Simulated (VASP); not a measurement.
```
Cl
1.0
    3.59885     0.00000     0.00000
   -1.79942     3.11669     0.00000
    0.00000     0.00000     7.49281
Cl
4
Direct
  0.00000   0.00000   0.00000
  0.00000   0.00000   0.50000
  0.33333   0.66667   0.25000
  0.66667   0.33333   0.75000
```

Level of theory: PBEsol GGA, VASP's PBE PAW potentials (set 64) (plane waves; VASP). Numerical set-up: 480 eV cut-off, 10×10×4 Γ-centred mesh, first-order Methfessel-Paxton smearing of 0.10 eV, potentials Cl.

Energy and stress use the plane-wave basis of the starting cell.

### Question
The ions, cell shape and volume at an external pressure of 5.0 GPa are relaxed. Give the cell that the relaxation ends in.

### Answer

```
Cl
1.0
    3.38505     0.00000     0.00000
   -1.69253     2.93154     0.00000
    0.00000     0.00000     7.57061
Cl
4
Direct
  0.00000   0.00000   0.00000
  0.00000   0.00000   0.50000
  0.33333   0.66667   0.25000
  0.66667   0.33333   0.75000
```
Space group P6_3/mmc (194), at a tolerance of 0.03 Å.

### Question
How do energy and volume change from the first to the last step?

### Answer
The energy (σ→0) changes by +30.1 meV/atom and the volume by -10.6 %, in 9 ionic steps.

The structure was generated: Cl was put into the dhcp type (P6_3/mmc), which need not be its known phase. This run relaxes it under an external pressure of 5 GPa. Symmetry was kept, so distortions that lower it aren't found.
